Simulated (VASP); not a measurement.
Shape and ions are relaxed at each volume.

Space group P6₃/mmc (No. 194); a = b = 2.912 Å, c = 4.613 Å, α = β = 90.00°, γ = 120.00°

```csv
atom,site,symmetry,x,y,z
Ti,2c,-6m2,0.3333,0.6667,0.2500
```

All values below come from optB86b-vdW, VASP's PBE PAW potentials (set 64) (plane waves; VASP). Run with 520 eV cut-off, 14×14×8 Γ-centred mesh, first-order Methfessel-Paxton smearing of 0.10 eV, potentials Ti_sv.

### Question
Give the energy at these volumes per atom, relative to the lowest: 15.91, 16.42, 16.93, 17.44, 17.95 Å³.

### Answer
24.5, 5.9, 0.0, 5.2, 20.1 meV/atom. A third-order Birch-Murnaghan fit gives B0 = 117 GPa and B0′ = 3.5.

Measured: bulk modulus 108 GPa at 0 K (computed value off by +7.6 %), as given by Vázquez-Parga, Fernández-Martínez, Viñes, J. Chem. Theory Comput. (2023), doi:10.1021/acs.jctc.3c00612, Supporting … [zero-point energy and finite temperature contributions removed].

The compound is Ti in the hcp structure. It was relaxed first.
